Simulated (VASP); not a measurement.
MgO:

```
Mg O
1.0
     0.00000    2.12205    2.12205
     2.12205    0.00000    2.12205
     2.12205    2.12205    0.00000
Mg O
1 1
Direct
  0.00000 0.00000 0.00000
  0.50000 0.50000 0.50000
```

The cell is a database's computed one.

Base run:

* Program: VASP 6.6.1
* Functional: r2SCAN
* Potentials or basis: VASP PAW PBE potentials, release 64 (Mg, O)
* Cutoff: 450 eV
* k mesh: 14 × 14 × 14
* Occupations: gaussian, width 0.02 eV
* Spin: no spin polarisation

Its results: band gap on the k mesh 5.38 eV, direct.

Problem. After a change of settings the same cell gave: band gap on the k mesh 4.44 eV, direct. Which change was it?
A. functional from r2SCAN to HSE06; k mesh from 14 × 14 × 14 to 10 × 10 × 10
B. functional from r2SCAN to PBE0; k mesh from 14 × 14 × 14 to 10 × 10 × 10
C. functional from r2SCAN to LDA; potentials or basis from VASP PAW PBE potentials, release 64 (Mg, O) to VASP PAW LDA potentials, release 64 (Mg, O)

Solution. C.

Runs at the PBE level aren't shown here.
